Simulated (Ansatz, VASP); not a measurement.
# CoH3 in two plane-wave programs

Aim: how closely do two programs agree when they are given the same cell, functional and k mesh? The cell is taken from a series of runs on this material, whose earlier steps may have relaxed, scaled, displaced or heated it; both programs get it as it stands.

Program: Ansatz 0.2.0. Level of theory: plane waves, with VASP 6.6.1 beside it; zone-centre phonons at PBE. Results are calculated unless marked as measured.

## 1. The starting structure

It takes space group Amm2 (No. 38, orthorhombic). Conventional cell: a = 2.621 Å, b = 3.688 Å, c = 3.800 Å, α = 90.00°, β = 90.00°, γ = 90.00°. Co has 7 H at 1.66 to 1.86 Å nearest. Nearest to H lie 3 Co at 1.66 to 1.86 Å and 4 H at 1.83 Å. Nearest to H lie 1 H at 1.70 Å and 2 Co at 1.72 Å. Farther neighbours are not listed.

## 2. Ansatz: zone-centre phonons, PBE

Ansatz runs on norm-conserving files, of PseudoDojo where its log says so.

Second derivatives magnify differences that forces hide, and they need a tight electronic threshold.

Contents of input.yaml:

```yaml
crystal:
  lattice:
    - [2.6207210228, 0.0, 0.0]
    - [0.0, 1.8437540182, 1.900054977]
    - [0.0, -1.8437540182, 1.900054977]
  atoms:
    - { symbol: Co, position: [0.0, 0.9755551208, 0.9755551208] }
    - { symbol: H, position: [0.0, 0.5395678884, 0.5395678884] }
    - { symbol: H, position: [0.5, 0.0198714232, 0.5584290675] }
    - { symbol: H, position: [0.5, 0.5584290675, 0.0198714232] }
kpoints:
  mp_grid: { grid: [16, 16, 16] }
hamiltonian:
  xc: pbe
  pseudopotentials: { kind: nc }
scf:
  occupations: { method: methfessel_paxton, width: 0.2 }
output:
  eigenvalues: true
phonons:
  method: dfpt
```

The run is started by

```sh
$ ansatz run input.yaml --threads 4 --pin off --max-ram 7168MiB --backend cpu --events-out ev --progress --plain --runs-dir out
```

Numbers of over 12 decimals in the logs are rounded to 6 here.

Output:

```text
zone centre: on kpoints.mp_grid the ground state, and the responses unless they are solved on pairs of k-points, stand on 1170 of the mesh's 4096 k-points, reduced under 2 symmetry operations, with k and −k counted as one. Each operation leaves every solved displacement unchanged or reverses it
Engine: ansatz 0.2.0, aarch64-unknown-linux-gnu
Pseudopotentials: kind: nc
Pseudopotential: Co, nc, valence charge 17, recommended cutoff 1306.14654 eV (normal), Co.nc.azcp (PseudoDojo's, or run here from an input of PseudoDojo's: the run reads no file of this project's for it)
Pseudopotential: H, nc, valence charge 1, recommended cutoff 979.609905 eV (normal), H.nc.azcp
Functional definition: PBE
  parameter kappa = 0.804
  parameter beta = 0.066725
  exchange = pbe_x(kappa = kappa, mu = beta*pi^2/3)
  correlation = pbe_c(beta = beta)
Crystal: 4 atoms, lattice volume = 18.362 Å³
Basis set: ecut = 1306.14654 eV, 1963 PW (Γ), exchange–correlation on 64×64×64 points (8 copies of the dense FFT grid, shifted against one another)
Bands: 14, of which v1, the nominal top of the filled ones, is band 10 counted from 1 (9 counted from 0)
Symmetry: 4 space group operations
k-points: 1170 of 4096 (irreducible under 2 space group operations, time reversal used)
Non-local potential: Co, projectors of the file, l = 0: 2, l = 1: 2, l = 2: 2
Non-local potential: H, projectors of the file, l = 0: 2, l = 1: 1
Initial density: superposition of atomic densities (chi_scale 0.1, normalization cell, long waves kept (reshape's long-wave potential 0.00 eV rms))
Initial wavefunctions: pseudopotential atomic-orbital guess
Functional: x = pbe(κ = 0.804, μ = 0.219515), c = pbe(β = 0.066725)
SCF iter   1: F=—  HF=-4211.059602 eV  |F-HF|=—  |Δ(HF+E_count)|=         —  Δρ=9.31e-2  dr2=4.58e-1  ethr=3.10e-3  ⟨swp⟩=5.5  Hψ=78392  notcnv=0
preconditioner: auto → none  [metal: Δε(μ)=0.005 eV  Ē_g=10.395 eV  σ=0.200 eV  W_gap=0.02  n_scr=6 (ndim 8)  ℏωp=30.0 eV  f_vac=0.000  D(μ)=0.65/eV (n_scr^D=6)  sad-step TF]
SCF iter   2: F=—  HF=-4210.977546 eV  |F-HF|=—  |Δ(HF+E_count)|=   8.21e-2  S|Δr|=    0.00e0  Δρ=5.16e-2  dr2=1.73e-1  ethr=2.29e-3  ⟨swp⟩=1.0  Hψ=25740  notcnv=0
SCF iter   3: F=—  HF=-4211.007585 eV  |F-HF|=—  |Δ(HF+E_count)|=   3.00e-2  S|Δr|=    0.00e0  Δρ=5.50e-2  dr2=4.28e-1  ethr=8.67e-4  ⟨swp⟩=2.4  Hψ=31548  notcnv=0  recentre
SCF iter   4: F=—  HF=-4210.933343 eV  |F-HF|=—  |Δ(HF+E_count)|=   7.42e-2  S|Δr|=    0.00e0  Δρ=1.06e-2  dr2=5.85e-3  ethr=8.67e-4  ⟨swp⟩=2.6  Hψ=32754  notcnv=0  defer=20
SCF iter   5: F=—  HF=-4210.932925 eV  |F-HF|=—  |Δ(HF+E_count)|=   4.18e-4  S|Δr|=    0.00e0  Δρ=8.73e-4  dr2=7.82e-5  ethr=2.93e-5  ⟨swp⟩=2.2  Hψ=24391  notcnv=0  defer=20
SCF iter   6: F=—  HF=-4210.932924 eV  |F-HF|=—  |Δ(HF+E_count)|=   1.05e-6  S|Δr|=    0.00e0  Δρ=1.87e-4  dr2=2.63e-6  ethr=3.91e-7  ⟨swp⟩=2.8  Hψ=29488  notcnv=0  defer=20
SCF iter   7: F=—  HF=-4210.932925 eV  |F-HF|=—  |Δ(HF+E_count)|=   1.77e-6  S|Δr|=    0.00e0  Δρ=3.73e-5  dr2=9.32e-8  ethr=1.32e-8  ⟨swp⟩=2.4  Hψ=25393  notcnv=0  defer=20
SCF iter   8: F=—  HF=-4210.932921 eV  |F-HF|=—  |Δ(HF+E_count)|=   4.22e-6  S|Δr|=    0.00e0  Δρ=1.16e-5  dr2=5.63e-9  ethr=4.66e-10  ⟨swp⟩=2.0  Hψ=27846  notcnv=0  defer=20
SCF iter   9: F=—  HF=-4210.932921 eV  |F-HF|=—  |Δ(HF+E_count)|=  8.54e-10  S|Δr|=    0.00e0  Δρ=2.07e-6  dr2=2.08e-10  ethr=2.81e-11  ⟨swp⟩=2.9  Hψ=31123  notcnv=0  defer=20
SCF iter  10: F=-4210.932921 eV  HF=-4210.932921 eV  |F-HF|=3.64e-12  |Δ(HF+E_count)|=  1.64e-11  S|Δr|=    0.00e0  Δρ=4.41e-7  dr2=7.06e-12  ethr=1.00e-12  ⟨swp⟩=5.4  Hψ=97119  notcnv=0
SCF 1 converged in 10 iterations: F = -4210.932921 eV  dr2 = 7.06e-12
DFPT response loops at Γ: preconditioner auto → Kerker (q_TF=auto, 2.767 Å⁻¹) (partly filled bands, converged f_vac=0.000); β = 1.00, the filter's whole step (`scf.mixing.beta` (0.50) is not read by the response loops under this deck's `scf.mixing.preconditioner`; to damp them name `kerker` or `kerker_dos`, under which they read `scf.mixing.beta`, and type it under 1.00, their step now; both keys bind the ground state too); Broyden in place of MSR1
SCF converged after 10 iterations
Stability not checked: this state was not tested for a lower state beside it, because cold or Methfessel-Paxton smearing, or corrected tetrahedra, fill the levels in a way that the test cannot read (fill_not_monotonic; see scf.lower_state_search)
Free energy (F): -4210.932921 eV
Harris-Foulkes:  -4210.932921 eV  (|F-HF|=3.64e-12)
Internal energy: -4210.934756 eV  (E = F + TS)
E sigma→0 (E₀):  -4210.933380 eV
Entropy (-TS):   0.001835 eV (0.459 meV/atom)
Fermi energy:    13.467263 eV
--- Per-component energies (eV) ---
  E_band       = -321.218591
  E_kinetic    = 1892.566273
  E_local      = -3649.185527  (includes V_loc(G=0)·N_el)
  E_nonlocal   = -520.188256
  E_hartree    = 1283.050160
  E_xc         = -792.433161
  E_vxc        = -610.511375  (∫ρ·V_xc dr)
  E_ewald      = -2424.744245
  E_smearing   = 0.001835  (= −TS)
  E_closure    = 0.000000  (closes the sum)
  Σ components = -4210.932921   (vs F -4210.932921, Δ=0.00e0)
--- Band table (eV; the first three rows and the last of 1170) ---
  k-point 0: bands = [... 6 lower, 9.0358, 12.5526, 12.5660, 12.6008, 18.4816, 19.2919, 23.5627, 24.1018]
  k-point 1: bands = [... 6 lower, 9.0363, 12.5200, 12.5256, 12.5905, 18.1331, 19.1618, 23.5288, 24.2282]
  k-point 2: bands = [... 6 lower, 9.0626, 12.3929, 12.4208, 12.5914, 17.1727, 18.9793, 23.6418, 24.5990]
  k-point 1169: bands = [... 6 lower, 7.4025, 13.1466, 13.1765, 15.7670, 16.5066, 17.9454, 18.8588, 19.5247]
--- Phonons (Γ-DFPT): 9 representative perturbations + reference, on 1170 of 4096 k-points (Σ response iterations 30) ---
  k mesh reduced under 2 symmetry operations, with k and −k counted as one. Each operation leaves every solved displacement unchanged or reverses it
  ASR residual: 1.089e-3 → 0.000e0 eV/Å²; symmetrization residual: 2.234e-6 eV/Å²
  ASR residual per site (eV/Å²): 1.09e-3 1.87e-5 2.42e-5 2.42e-5
  Γ frequencies (cm⁻¹): 0.00 0.00 0.00 169.35 377.51 544.20 598.28 613.61 813.78 1003.99 1029.39 1106.08
  non-analytic LO–TO correction: not included (Born effective charges unavailable; polar crystals: no LO–TO splitting at Γ)
```

Reading the cycles: dr2 is the Hartree energy of the density residual (eV), the measure of convergence; HF is the Harris–Foulkes estimate of the energy, which meets the free energy F at convergence.

(Part 1 of 3 ends here.)

[Lines on the potential files, build, host, timing and source positions are cut from VASP's logs without a mark.]

[Logs are printed without paths, hosts, clocks, repeated set-up lines and the standing remarks that a program may print on its own settings, such as how far it seeks lower states.]

[Hosts, paths, dates, database ids (printed as entryN), source tags and the programs' standing remarks are cut or masked in the printed files.]
